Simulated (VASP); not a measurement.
# RbMg3 (Pm-3m) in VASP: further runs

The runs below take RbMg3 through single point, relaxation of cell and atoms, with PBE.

Program: VASP 6.6.1. These are calculated values, not measurements. Logs are shortened: lines on timing, memory, paths and dates and some standing lists are left out, and cuts for length are marked.

## 1. The cell of the first run

It takes space group Pm-3m (No. 221, cubic). The conventional cell has a = 5.175 Å, b = 5.175 Å, c = 5.175 Å, α = 90.00°, β = 90.00°, γ = 90.00°. Rb (site symmetry m-3m) is surrounded by 12 Mg at 3.66 Å. Mg (site symmetry 4/mmm) has 4 Rb at 3.66 Å and 8 Mg at 3.66 Å as nearest neighbours.

The cell was built by a generator and needn't be a form met in nature.

## 2. Single point, PBE (species swapped into the GaNi3 type (Pm-3m, No. 221))

Input file INCAR:

```
SYSTEM = RbMg3
PREC = Accurate ; ENCUT = 520
EDIFF = 1E-6 ; ISMEAR = 0
SIGMA = 0.1 ; LREAL = .False.
LASPH = .True. ; NELM = 60
ALGO = Normal ; ISIF = 2
LWAVE = .False. ; LCHARG = .False.
GGA = PE ; NBANDS = 16
```

Input file KPOINTS:

```
Automatic mesh
0
Gamma
  10 10 10
  0 0 0
```

Input file POSCAR:

```
RbMg3
1.0
    5.1746583067      0.0000000000      0.0000000000
    0.0000000000      5.1746583067      0.0000000000
    0.0000000000      0.0000000000      5.1746583067
Rb Mg
1 3
Direct
    0.0000000000      0.0000000000      0.0000000000
    0.5000000000      0.0000000000      0.5000000000
    0.0000000000      0.5000000000      0.5000000000
    0.5000000000      0.5000000000      0.0000000000
```

Potentials or basis: VASP PAW PBE potentials, release 64 (Rb_sv, Mg).

Run with:

```bash
cat potpaw_PBE.64/Rb_sv/POTCAR potpaw_PBE.64/Mg/POTCAR > POTCAR
mpirun -np 1 vasp_std > vasp.out
```

OUTCAR:

```text
SYSTEM = RbMg3
   PREC = Accurate
   ENCUT = 520
   EDIFF = 1E-6
   ISMEAR = 0
   LREAL = .False.
   LASPH = .True.
   NELM = 60
   ISIF = 2
   GGA = PE

 ion  position               nearest neighbor table
   1  0.000  0.000  0.000-   2 3.66   3 3.66   4 3.66   2 3.66   3 3.66   3 3.66   4 3.66   3 3.66
                             2 3.66   4 3.66   2 3.66   4 3.66
   2  0.500  0.000  0.500-   1 3.66   1 3.66   1 3.66   1 3.66
   3  0.000  0.500  0.500-   1 3.66   1 3.66   1 3.66   1 3.66
   4  0.500  0.500  0.000-   1 3.66   1 3.66   1 3.66   1 3.66

  LATTYP: Found a simple cubic cell.
 ALAT       =     5.1746583067

  Lattice vectors:

 A1 = (   5.1746583067,   0.0000000000,   0.0000000000)
 A2 = (   0.0000000000,   5.1746583067,   0.0000000000)
 A3 = (   0.0000000000,   0.0000000000,   5.1746583067)

Analysis of symmetry for initial positions (statically):
=====================================================================
 Subroutine PRICEL returns:
 Original cell was already a primitive cell.

 Routine SETGRP: Setting up the symmetry group for a
 simple cubic supercell.

 Subroutine GETGRP returns: Found 48 space group operations
 (whereof 48 operations were pure point group operations)
 out of a pool of 48 trial point group operations.

The static configuration has the point symmetry O_h .

Analysis of symmetry for dynamics (positions and initial velocities):
=====================================================================
 Subroutine PRICEL returns:
 Original cell was already a primitive cell.

 Routine SETGRP: Setting up the symmetry group for a
 simple cubic supercell.

 Subroutine GETGRP returns: Found 48 space group operations
 (whereof 48 operations were pure point group operations)
 out of a pool of 48 trial point group operations.

The dynamic configuration has the point symmetry O_h .

 Subroutine INISYM returns: Found 48 space group operations
 (whereof 48 operations are pure point group operations),
 and found     1 'primitive' translations

----------------------------------------------------------------------------------------

                                     Primitive cell

  volume of cell :     138.5623

  direct lattice vectors                    reciprocal lattice vectors
     5.174658307  0.000000000  0.000000000     0.193249475  0.000000000  0.000000000
     0.000000000  5.174658307  0.000000000     0.000000000  0.193249475  0.000000000
     0.000000000  0.000000000  5.174658307     0.000000000  0.000000000  0.193249475

  length of vectors
     5.174658307  5.174658307  5.174658307     0.193249475  0.193249475  0.193249475

  position of ions in fractional coordinates (direct lattice)
     0.000000000  0.000000000  0.000000000
     0.500000000  0.000000000  0.500000000
     0.000000000  0.500000000  0.500000000
     0.500000000  0.500000000  0.000000000

  ion indices of the primitive-cell ions
   primitive index   ion index
                 1           1
                 2           2
                 3           3
                 4           4

----------------------------------------------------------------------------------------

 KPOINTS: Automatic mesh

Automatic generation of k-mesh.
 Grid dimensions read from file:
 generate k-points for:   10   10   10

 Generating k-lattice:

  Cartesian coordinates                     Fractional coordinates (reciprocal lattice)
     0.019324947  0.000000000  0.000000000     0.100000000  0.000000000  0.000000000
     0.000000000  0.019324947  0.000000000     0.000000000  0.100000000  0.000000000
     0.000000000  0.000000000  0.019324947     0.000000000  0.000000000  0.100000000

  Length of vectors
     0.019324947  0.019324947  0.019324947

  Shift w.r.t. Gamma in fractional coordinates (k-lattice)
     0.000000000  0.000000000  0.000000000

 Subroutine IBZKPT returns following result:
 ===========================================

 Found     56 irreducible k-points:

 Following reciprocal coordinates:
            Coordinates               Weight
  0.000000  0.000000  0.000000      1.000000
  0.100000  0.000000  0.000000      6.000000
  0.200000  0.000000  0.000000      6.000000
  0.300000  0.000000  0.000000      6.000000
  0.400000  0.000000  0.000000      6.000000
  0.500000  0.000000  0.000000      3.000000
[... 16 lines left out ...]
  0.200000  0.100000  0.100000     24.000000
  0.300000  0.100000  0.100000     24.000000
 [... further k-points ...]
   k-points           NKPTS =     56   k-points in BZ     NKDIM =     56   number of bands    NBANDS=     16
   number of dos      NEDOS =    301   number of ions     NIONS =      4
   total plane-waves  NPLWV =  64000
   dimension x,y,z NGX =    40 NGY =   40 NGZ =   40
   dimension x,y,z NGXF=    80 NGYF=   80 NGZF=   80
   ions per type =               1   3
   NGX,Y,Z   is equivalent  to a cutoff of  12.85, 12.85, 12.85 a.u.
   NGXF,Y,Z  is equivalent  to a cutoff of  25.70, 25.70, 25.70 a.u.
 SYSTEM =  RbMg3
   PREC   = accura    normal or accurate (medium, high low for compatibility)
   ISTART =      0    job   : 0-new  1-cont  2-samecut
   ICHARG =      2    charge: 1-file 2-atom 10-const
   ISPIN  =      1    spin polarized calculation?
   LNONCOLLINEAR =      F non collinear calculations
   LSORBIT =      F    spin-orbit coupling
   LASPH  =      T    aspherical Exc in radial PAW
   ENCUT  =  520.0 eV  38.22 Ry    6.18 a.u.   9.62  9.62  9.62*2*pi/ulx,y,z
   NELM   =     60;   NELMIN=  2; NELMDL= -5     # of ELM steps
   EDIFF  = 0.1E-05   stopping-criterion for ELM
   LREAL  =      F    real-space projection
   EDIFFG = 0.1E-04   stopping-criterion for IOM
   NSW    =      0    number of steps for IOM
   IBRION =     -1    ionic relax: 0-MD 1-quasi-New 2-CG
   NFREE  =      0    steps in history (QN), initial steepest desc. (CG)
   ISIF   =      2    stress and relaxation
   ISYM   =      2    0-nonsym 1-usesym 2-fastsym
   POTIM  = 0.5000    time-step for ionic-motion
   TEBEG  =    0.0;   TEEND  =   0.0 temperature during run
   PSTRESS=    0.0 pullay stress
   NELECT =      15.0000    total number of electrons
   NUPDOWN=      -1.0000    fix difference up-down
   EMIN   =  10.00;   EMAX   =-10.00  energy-range for DOS
   EFERMI =   0.00;   METHOD = LEGACY
   ISMEAR =     0;   SIGMA  =   0.10  broadening in eV -4-tet -1-fermi 0-gaus
   EFERMI_NEDOS =   21; number of points for ismear=-14 and -15
   IALGO  =     38    algorithm
   IMIX   =      4    mixing-type and parameters
     AMIX     =   0.40;   BMIX     =  1.00
     AMIX_MAG =   1.60;   BMIX_MAG =  1.00
  volume/ion in A,a.u.               =      34.64       233.77
  Fermi-wavevector in a.u.,A,eV,Ry     =   0.780232  1.474424  8.282702  0.608761
  Thomas-Fermi vector in A             =   1.883500
   LORBIT       =      0    0 simple, 1 ext, 2 COOP (PROOUT), +10 PAW based schemes
   GGA     = PE    functional components
   LHFCALC =     F    Hartree Fock is set to
   AEXX    =    0.0000 exact exchange contribution
   IVDW    =     0    specifies the selected vdW correction
   LEPSILON=     F    determine dielectric tensor
   LRPA    =     F    only Hartree local field effects (RPA)
 non-spin polarized calculation
 Gauss-broadening in eV      SIGMA  =   0.10
  energy-cutoff  :      520.00
  volume of cell :      138.56
 maximum number of plane-waves:      3771
 NGX is ok and might be reduce to    40
   NGX = 19   NGY = 19   NGZ = 19

 number of electron      15.0000000 magnetization

 Free energy of the ion-electron system (eV)
  ---------------------------------------------------
  ext. energy  EPLUGINS =         0.00000000
  ---------------------------------------------------
  free energy    TOTEN  =        -4.02372166 eV

  energy without entropy =       -4.00964614  energy(sigma->0) =       -4.01668390

 E-fermi :   1.3310     XC(G=0):  -7.5678

 val. band max:        1.3255091057   @ k =   0.4000   0.1000   0.0000
 cond. band min:       1.3404086539   @ k =   0.4000   0.3000   0.0000
 fundamental gap:      0.0148995482
 Fermi energy:         1.3310067764

 k-point     1 :       0.0000    0.0000    0.0000
  band No.  band energies     occupation
      1     -26.2393      2.00000
      2     -10.4259      2.00000
      3     -10.4259      2.00000
      4     -10.4259      2.00000
      5      -3.6610      2.00000
      6       1.0762      1.99969
[... 8 lines left out ...]
     15       5.9878      0.00000
     16       5.9878      0.00000

 k-point     2 :       0.1000    0.0000    0.0000
  band No.  band energies     occupation
      1     -26.2391      2.00000
      2     -10.4336      2.00000
      3     -10.4252      2.00000
      4     -10.4252      2.00000
      5      -3.5958      2.00000
      6       0.6478      2.00000
[... 8 lines left out ...]
     15       5.4123      0.00000
     16       6.5052      0.00000

 k-point     3 :       0.2000    0.0000    0.0000
  band No.  band energies     occupation
      1     -26.2388      2.00000
      2     -10.4536      2.00000
      3     -10.4234      2.00000
      4     -10.4234      2.00000
      5      -3.4032      2.00000
      6      -0.0716      2.00000
[... 8 lines left out ...]
     15       5.5399      0.00000
     16       6.9332      0.00000

 k-point     4 :       0.3000    0.0000    0.0000
  band No.  band energies     occupation
      1     -26.2384      2.00000
      2     -10.4781      2.00000
      3     -10.4212      2.00000
      4     -10.4212      2.00000
      5      -3.0928      2.00000
      6      -0.8019      2.00000
[... 8 lines left out ...]
     15       5.7899      0.00000
     16       6.4348      0.00000
[... 324 lines left out ...]
 k-point    22 :       0.1000    0.1000    0.1000
  band No.  band energies     occupation
      1     -26.2389      2.00000
      2     -10.4336      2.00000
      3     -10.4313      2.00000
      4     -10.4313      2.00000
      5      -3.4673      2.00000
      6       0.6367      2.00000
[... 8 lines left out ...]
     15       6.1387      0.00000
     16       6.2830      0.00000

 k-point    23 :       0.2000    0.1000    0.1000
  band No.  band energies     occupation
      1     -26.2386      2.00000
      2     -10.4519      2.00000
      3     -10.4307      2.00000
      4     -10.4294      2.00000
      5      -3.2788      2.00000
      6       0.0115      2.00000
[... 8 lines left out ...]
     15       5.5624      0.00000
     16       6.6418      0.00000

 k-point    24 :       0.3000    0.1000    0.1000
  band No.  band energies     occupation
      1     -26.2381      2.00000
      2     -10.4759      2.00000
      3     -10.4283      2.00000
      4     -10.4270      2.00000
      5      -2.9752      2.00000
      6      -0.7028      2.00000
[... 8 lines left out ...]
     15       5.8019      0.00000
     16       6.7048      0.00000

 [... further k-points ...]

------------------------ aborting loop because EDIFF is reached ----------------------------------------

  FORCE on cell =-STRESS in cart. coord.  units (eV):
  Direction    XX          YY          ZZ          XY          YZ          ZX
  --------------------------------------------------------------------------------------
  -------------------------------------------------------------------------------------
  Total       -0.0202059     -0.0202059     -0.0202059      0.0000000      0.0000000      0.0000000
  in kB       -0.2336386     -0.2336386     -0.2336386      0.0000000      0.0000000      0.0000000
  external PRESSURE =      -0.2336386 kB  Pullay stress =       0.0000000 kB

 VOLUME and BASIS-vectors are now :
 -----------------------------------------------------------------------------
  energy-cutoff  :      520.00
  volume of cell :      138.56
      direct lattice vectors                 reciprocal lattice vectors
     5.174658307  0.000000000  0.000000000     0.193249475  0.000000000  0.000000000
     0.000000000  5.174658307  0.000000000     0.000000000  0.193249475  0.000000000
     0.000000000  0.000000000  5.174658307     0.000000000  0.000000000  0.193249475

 POSITION                                       TOTAL-FORCE (eV/Angst)
 -----------------------------------------------------------------------------------
      0.00000      0.00000      0.00000         0.000000      0.000000      0.000000
      2.58733      0.00000      2.58733         0.000000      0.000000      0.000000
      0.00000      2.58733      2.58733         0.000000      0.000000      0.000000
      2.58733      2.58733      0.00000         0.000000      0.000000      0.000000
 -----------------------------------------------------------------------------------
    total drift:                               -0.000000     -0.000000      0.000000

  FREE ENERGIE OF THE ION-ELECTRON SYSTEM (eV)
  ---------------------------------------------------
  free  energy   TOTEN  =        -4.0237216578 eV

  energy  without entropy=       -4.0096461357  energy(sigma->0) =       -4.01668390
```

Run time: 50 s. Hardware: 1 thread of Intel Xeon Platinum 8488C (Sapphire Rapids), shared host; peak memory 0.31 GiB.

Results:

```yaml
Free_energy: -4.0237 eV
Pressure: 0.0 GPa
Band_gap_on_the_k_mesh: none (metal or under the smearing width)
```

(Continued in part 2 of 3.)
